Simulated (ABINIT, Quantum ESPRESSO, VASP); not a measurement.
BeAl3: 3 runs at one level of theory

```
Al Be
1.0
    -1.94219    1.94219    3.85189
     1.94219   -1.94219    3.85189
     1.94219    1.94219   -3.85189
Al Be
3 1
Direct
  0.50000 0.50000 0.00000
  0.25000 0.75000 0.50000
  0.75000 0.25000 0.50000
  0.00000 0.00000 0.00000
```

The cell comes from a database or a generator and needn't be the stable form of this composition.

Alike in all runs: task single point; functional PBE; k mesh 10 × 10 × 10; occupations fermi-dirac, width 0.05 eV; no spin polarisation; no spin-orbit coupling. Pressure is positive in compression and, in plane waves, holds the error of the finite cutoff.

```
                   program and potentials  plane-wave cutoff (eV)                                      notes  band gap (eV)  pressure (GPa)
       VASP, PBE PAW files Al, Be, 520 eV                     520  2.75 valence electrons an atom on average         no gap            0.66
Quantum ESPRESSO, SSSP 1.3 efficiency PBE                     748  3.25 valence electrons an atom on average         no gap            0.68
                 ABINIT, JTH PAW PBE v2.0                     517  3.25 valence electrons an atom on average         no gap            0.54
```

None finds a gap. The pressure spans 0.54 (ABINIT, JTH PAW PBE v2.0) to 0.68 GPa (Quantum ESPRESSO, SSSP 1.3 efficiency PBE).

The functional is the same throughout but for its coding, so the spread measures potentials, basis and numerics; runs on potential files found faulty are left out.
